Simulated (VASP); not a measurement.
Input:

```
InSb
1.0
    0.00000     3.25920     3.25920
    3.25920     0.00000     3.25920
    3.25920     3.25920     0.00000
In Sb
1 1
Direct
  0.00000   0.00000   0.00000
  0.25000   0.25000   0.25000
```

Level of theory: PBEsol GGA with spin-orbit coupling, VASP's PBE PAW potentials (set 64) (plane waves; VASP). Numerical set-up: 400 eV cut-off, 9×9×9 Γ-centred mesh, Gaussian smearing of 0.050 eV, potentials In_d Sb.

Give the energies of bands 13 to 25 at the high-symmetry points, in eV from the Fermi level.

```
band      Γ      X      U      L      W
----  -----  -----  -----  -----  -----
13    -0.72  -6.11  -6.03  -5.81  -6.06
14    -0.72  -6.11  -5.93  -5.81  -5.95
15    -0.59  -2.55  -3.39  -1.46  -3.23
16    -0.59  -2.55  -3.26  -1.46  -2.95
17     0.00  -2.38  -2.13  -1.01  -2.94
18     0.00  -2.38  -2.11  -1.01  -2.87
19     0.00   1.04   1.30   0.20   2.97
20     0.00   1.04   1.33   0.20   3.34
21     2.42   1.05   3.31   3.44   3.67
22     2.42   1.05   3.44   3.44   3.71
23     2.83   7.65   5.87   3.62   3.77
24     2.83   7.65   5.87   3.62   4.01
25     2.83   7.77   6.13   5.73   4.62
```

It has no gap at this level: it comes out as a metal or semimetal.

The compound is InSb in the zinc blende structure. It was relaxed first.
